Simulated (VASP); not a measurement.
Runs of VASP 6.6.1 on Mg6FeBi. The structure is orthorhombic, space group Amm2 (No. 38). The conventional cell has a = 5.005 Å, b = 6.329 Å, c = 10.930 Å, α = 90.00°, β = 90.00°, γ = 90.00°. Mg (site symmetry mm2) has 10 Mg at 3.08 to 3.18 Å and 2 Bi at 3.16 Å as nearest neighbours. Mg (site symmetry m) has 2 Fe at 3.01 Å and 8 Mg at 3.01 to 3.32 Å and 2 Bi at 3.04 to 3.27 Å as nearest neighbours. Mg (site symmetry mm2) is surrounded by 10 Mg at 3.09 to 3.18 Å and 2 Fe at 3.17 Å. Around Bi (site symmetry mm2) lie 10 Mg at 3.04 to 3.27 Å and 2 Fe at 3.16 Å. Fe (site symmetry mm2) is surrounded by 8 Mg at 2.92 to 3.17 Å and 2 Bi at 3.16 Å. Around Mg (site symmetry m) lie 1 Fe at 2.92 Å and 8 Mg at 3.00 to 3.33 Å and 2 Bi at 3.18 Å. The cell comes from a database or a generator and needn't be the stable form of this composition.

```csv
task,level,potentials or basis,spin,cell,k mesh,cutoff (eV),smearing,gap on the mesh (eV),pressure (GPa),moment (μB),largest force (eV/Å)
density of states,PBEsol+D3,"VASP PAW PBE potentials, release 64 (Bi_d, Fe, Mg)","collinear, ferromagnetic start",volume scaled by 0.8,6 × 5 × 5,520,methfessel-paxton 0.2 eV,none,9.6,1.49,(a)
single point,BLYP,"VASP PAW PBE potentials, release 64 (Mg_sv_GW, Bi_d_GW, Fe_sv_GW)","collinear, zero start",as given,5 × 5 × 6,600,gaussian 0.01 eV,none,-0.9,(b),0.36
single point,RPBE,"VASP PAW PBE potentials, release 64 (Bi_d, Fe_pv, Mg_pv)","collinear, ferromagnetic start",as given,6 × 5 × 5,520,gaussian 0.02 eV,none,1.7,2.60,0.12
single point,RPBE,"VASP PAW PBE potentials, release 64 (Mg_pv, Bi_d, Fe_pv)","collinear, ferromagnetic start",as given,5 × 5 × 6,520,gaussian 0.02 eV,none,1.7,2.60,0.12
```

Problem. Fill in the values left out.

Solution. (a) 0.23; (b) 0.04.

Caveats: the PAW data sets were made with another functional, which shifts forces and pressure a little; spin-orbit coupling is left out, which moves the levels of the heavy elements; pairwise dispersion overbinds metals, which lowers pressure and volume (some runs).

A k mesh can miss the band edges, and the runs leave out spin-orbit coupling on Bi.

A gap of «none» marks a metal or a gap under the smearing width.

The runs don't all hold the same shells in valence.
